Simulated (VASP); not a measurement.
Calculation: PBEsol GGA, VASP's PBE PAW potentials (set 64) (plane waves; VASP).

VASP input:

**POSCAR**
```
SrVO3
1
    3.6702124890     0.0000000000     0.0000000000
    0.0000000000     3.6702124890     0.0000000000
    0.0000000000     0.0000000000     3.6702124890
Sr V O
1 1 3
Direct
  0.0000000000   0.0000000000   0.0000000000
  0.5000000000   0.5000000000   0.5000000000
  0.5000000000   0.0000000000   0.5000000000
  0.0000000000   0.5000000000   0.5000000000
  0.5000000000   0.5000000000   0.0000000000
```

**KPOINTS**
```
K-points
0
G
 8 8 8
```

**INCAR**
```
# general
SYSTEM  = SrVO3
PREC    = Accurate
ENCUT   = 620   # plane-wave cut-off (eV)
LREAL   = .FALSE.   # projection in real space or not
LASPH   = .TRUE.

# electronic loop
EDIFF   = 1E-6
NELM    = 100   # most electronic steps
ALGO    = Normal   # blocked Davidson
LMAXMIX = 4   # l cut-off of mixed one-centre charges

# smearing
ISMEAR  = 1   # Methfessel-Paxton
SIGMA   = 0.1   # width (eV)

# functional
GGA     = PS   # PBEsol

# ions
IBRION  = 2   # conjugate gradients
NSW     = 40
ISIF    = 3
EDIFFG  = -0.02   # ionic stop
PSTRESS = 450   # kbar

# output
LWAVE   = .FALSE.
LCHARG  = .FALSE.
```

POTCAR, in this order: Sr_sv V_sv O (PBE.64 set). Program: vasp_std.

Question: What will the output report for the number of irreducible k-points (NKPTS), largest plane-wave count, number of space-group operations, FFT grid (NGX, NGY, NGZ)?

Answer: 
```yaml
number of irreducible k-points (NKPTS): 35
largest_plane_wave_count: 1763
number_of_space_group_operations: 48
FFT grid (NGX, NGY, NGZ): 30 × 30 × 30
```

The compound is SrVO3 in the cubic perovskite structure. This run relaxes it under an external pressure of 45 GPa. Symmetry was kept, so distortions that lower it aren't found. The run is not spin-polarised, so no magnetic state was tried. The electron count is odd and the run is not spin-polarised, which forces a metal.
